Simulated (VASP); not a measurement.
Input:

```xyz
3
Lattice="0.0000 2.7005 2.7005 2.7005 0.0000 2.7005 2.7005 2.7005 0.0000" Properties=species:S:1:pos:R:3 pbc="T T T"
Ce     0.0000     0.0000     0.0000
O      1.3502     1.3502     1.3502
O      4.0507     4.0507     4.0507
```

Calculation: AM05 GGA, VASP's PBE PAW potentials (set 64) (plane waves; VASP). Numerical set-up: 520 eV cut-off, 8×8×8 Γ-centred mesh, tetrahedra with Blöchl corrections, potentials Ce O.

Problem. The job: CeO2 (fluorite), 3 atoms, AM05, static run, 520 eV, 8×8×8 Γ-centred mesh. Roughly how much core time does it take on a busy server core?

Solution. About 20 core-seconds (one run on a shared machine, a rough figure). It had 29 irreducible k-points, 16 bands, up to 1069 plane waves and 20 electronic steps.

The compound is CeO2 in the fluorite structure. It was relaxed first. The run is not spin-polarised, so no magnetic state was tried.
